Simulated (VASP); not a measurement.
Wanted: the native input for a VASP 6.6.1 run.

```yaml
Task: band structure
Functional: PBEsol
Potentials_or_basis: VASP PAW PBE potentials, release 64 (Mg, Bi_d, Sb)
Cutoff: 520 eV
k_mesh: 6 × 6 × 6
Occupations: gaussian, width 0.03 eV
Spin: no spin polarisation
Further_INCAR_settings: ALGO = Fast; EDIFF = 1e-06; NBANDS = 47
```

The structure of Mg9Bi2Sb4 lies in POSCAR:

```
Mg9Bi2Sb4                               
1.0
    0.0002735338     -0.0001579248      7.2416112646
    6.8782080685      3.9736870320      0.0001773944
   -6.8759981802      3.9698593932     -0.0003547889
  Mg              Bi              Sb            
     9     2     4
Direct
     0.6306490916557536    0.3333333299999808    0.3367017639050187
     0.6309217027571001    0.6693766264263069    0.9999493055156080
     0.6309217027571001    0.9972900435737194    0.6639060190893468
     0.3693509083442464    0.3333333300000234    0.9966315660949834
     0.3690782972428998    0.6693766264262785    0.6694273209106490
     0.3690782972428998    0.9972900435736910    0.3333840244843941
     1.0000000000000000    0.9835575291246479    0.9917787645623345
     1.0000000000000000    0.3333333300000021    0.6666666699999979
     0.0000000000000000    0.6831091408753500    0.3415545654376675
     0.2161369961520066    0.3333333300000021    0.3324981653111601
     0.7838630038479933    0.3333333300000021    0.0008351646888420
     0.2251151559579344    0.6664445302258755    0.0001832027229792
     0.2251151559579344    0.0002221397741223    0.6670720124970922
     0.7748848440420658    0.6664445302258755    0.6662613275029036
     0.7748848440420657    0.0002221397741223    0.3331501272770229
```

The cell was built by a generator and needn't be a form met in nature.

The input as run:

INCAR

```
SYSTEM = Mg9Bi2Sb4
ALGO = Fast
EDIFF = 1E-6
ENCUT = 520
GGA = PS
ICORELEVEL = 1
ISIF = 2
ISMEAR = 0
LASPH = .TRUE.
LCHARG = .FALSE.
LREAL = .FALSE.
LUSENCCL = .FALSE.
LWAVE = .FALSE.
NBANDS = 47
NELM = 80
PREC = Accurate
SIGMA = 0.03
```

KPOINTS

```
k-points
0
G
  6 6 6
  0 0 0
```

KPOINTS_OPT

```
explicit points
6
Reciprocal
 0.0000000000  0.0000000000  0.0000000000 1
 0.5000000000  0.0000000000  0.0000000000 1
 0.5000000000  0.3333333333  0.3333333333 1
 0.0000000000  0.3333333333  0.3333333333 1
 0.5000000000  0.5000000000  0.0000000000 1
 0.0000000000  0.5000000000  0.0000000000 1
```

Potentials or basis: VASP PAW PBE potentials, release 64 (Mg, Bi_d, Sb).

Launch:

```console
$ cat potpaw_PBE.64/Mg/POTCAR potpaw_PBE.64/Bi_d/POTCAR potpaw_PBE.64/Sb/POTCAR > POTCAR
$ mpirun -np 1 vasp_std > vasp.out
```

It gave:

The pressure is 0.0 GPa and the largest force is 0.004 eV/Å. The band gap on the k mesh is 0.08 eV, indirect (least direct gap 0.19 eV). The band gap along the path is 0.19 eV, direct.

Caveat: the PAW data sets were made with another functional, which shifts forces and pressure a little; spin-orbit coupling is left out, which as a rule narrows the gap of such compounds by several tenths of an eV.

It took 13 min on 1 × NVIDIA H100 80GB with 1 thread of AMD EPYC 7R13 Processor (Zen 3) (shared host), peak memory 2.7 GiB.
